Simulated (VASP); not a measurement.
VASP runs on RbCl (space group Fm-3m) share one base input (PBE GGA, plane waves, VASP's PBE PAW potentials (set 64)) and change the settings named in each case.

### POSCAR
```
RbCl
1
    0.0000000000     3.2686700000     3.2686700000
    3.2686700000     0.0000000000     3.2686700000
    3.2686700000     3.2686700000     0.0000000000
Rb Cl
1 1
Direct
  0.0000000000   0.0000000000   0.0000000000
  0.5000000000   0.5000000000   0.5000000000
```

**INCAR**
```
# general
SYSTEM  = RbCl
PREC    = Accurate
ENCUT   = 300   # plane-wave cut-off (eV)
LREAL   = F
LASPH   = T

# electronic loop
EDIFF   = 1E-6   # SCF stop (eV)
NELM    = 100
ALGO    = Normal   # blocked Davidson
LMAXMIX = 4   # l cut-off of mixed one-centre charges

# smearing
ISMEAR  = -1   # Fermi-Dirac
SIGMA   = 0.01   # width (eV)

# functional
GGA     = PE

# ions
ISIF    = 2

# output
LWAVE   = F
LCHARG  = F
```

**KPOINTS**
```
Regular mesh
0
G
  7 7 7
0 0 0
```

POTCAR, in this order: Rb_sv Cl (PBE.64 set). Program: vasp_std.

```
change                                                                                                  E(σ→0) (eV/atom)  pressure (GPa)
------------------------------------------------------------------------------------------------------  ----------------  --------------
base run                                                                                                         -3.3275            1.09
EDIFF = 1E-10                                                                                                    -3.3275            1.09
ENCUT = 150                                                                                                      -3.3803          -17.49
AEXX = 0.25, HFSCREEN = 0.2, ISYM = 3, LHFCALC = .TRUE., PRECFOCK = Fast, KPOINTS 6×6×6 Γ-centred mesh           -3.8742               ?
NBANDS = 40                                                                                                      -3.3275            1.09
ISYM = 0                                                                                                         -3.3275            1.09
```

Q: Fill in the missing entries.

A: 
- AEXX = 0.25, HFSCREEN = 0.2, ISYM = 3, LHFCALC = .TRUE., PRECFOCK = Fast, KPOINTS 6×6×6 Γ-centred mesh, pressure (GPa): 0.82

Energies of different potentials or functionals have different zeros.

Left out are runs that ran out of time, are held back, or changed the cell or the kind of run, fixed moments of cells without a moment, rows past the twelfth, gaps on odd meshes, pressures of charged cells and columns that move by less than the noise.

The structure comes from a computed database's RbCl entry; how it stands against other phases isn't given here. The cell was not relaxed at this level, its lattice was scaled by up to 2.5 %.
